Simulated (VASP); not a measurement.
All values below come from PBE GGA with D3 dispersion (zero damping), VASP's PBE PAW potentials (set 64) (plane waves; VASP).

VASP ran on this input.

**INCAR**
```
SYSTEM = CdSe
PREC = Accurate
ENCUT = 520
EDIFF = 1E-7
NELM = 100
ALGO = Normal
LREAL = .FALSE.
LASPH = .TRUE.
ISMEAR = 0
SIGMA = 0.05
GGA = PE
IVDW = 11
LMAXMIX = 4
LWAVE = .FALSE.
LCHARG = .FALSE.
ISIF = 4
IBRION = 2
NSW = 30
EDIFFG = -0.01
```

**KPOINTS**
```
Automatic
0
G
6 6 3
```

POSCAR:
```
CdSe
1
    2.1442460794    -3.7139429143     0.0000000000
    2.1442460794     3.7139429143     0.0000000000
    0.0000000000     0.0000000000     6.9918649532
Cd Se
2 2
Direct
  0.6666670000   0.3333330000   0.5000459562
  0.3333330000   0.6666670000   0.0000459562
  0.6666670000   0.3333330000   0.8759540438
  0.3333330000   0.6666670000   0.3759540438
```

POTCAR, in this order: Cd Se (PBE.64 set). Program: vasp_std.

Question: Predict the energy per atom (σ→0), dispersion energy, pressure, band gap (on the k-mesh).

Answer: 
The energy per atom (σ→0) is -2.997 eV/atom and the dispersion energy is -1.091 eV. The band gap (on the k-mesh) is 0.69 eV and the pressure is 1.64 GPa.

OSZICAR:
```
...
DAV:  10    -0.108960927472E+02   -0.89084E-04   -0.11499E-03   718   0.430E-01    0.783E-02
DAV:  11    -0.108961900604E+02   -0.97313E-04   -0.20851E-04   670   0.966E-02    0.204E-02
DAV:  12    -0.108961880509E+02    0.20096E-05   -0.64276E-05   774   0.905E-02    0.998E-03
DAV:  13    -0.108961899195E+02   -0.18687E-05   -0.13484E-05   676   0.378E-02    0.386E-03
DAV:  14    -0.108961901127E+02   -0.19313E-06   -0.69550E-07   624   0.444E-03    0.170E-03
DAV:  15    -0.108961903457E+02   -0.23303E-06   -0.25516E-07   558   0.443E-03    0.107E-03
DAV:  16    -0.108961902790E+02    0.66739E-07   -0.17433E-08   440   0.110E-03
   1 F= -.11987395E+02 E0= -.11987395E+02  d E =-.119874E+02
```

The compound is CdSe in the wurtzite structure. This cell is one point of a volume scan, at 0.97 of the reference volume.
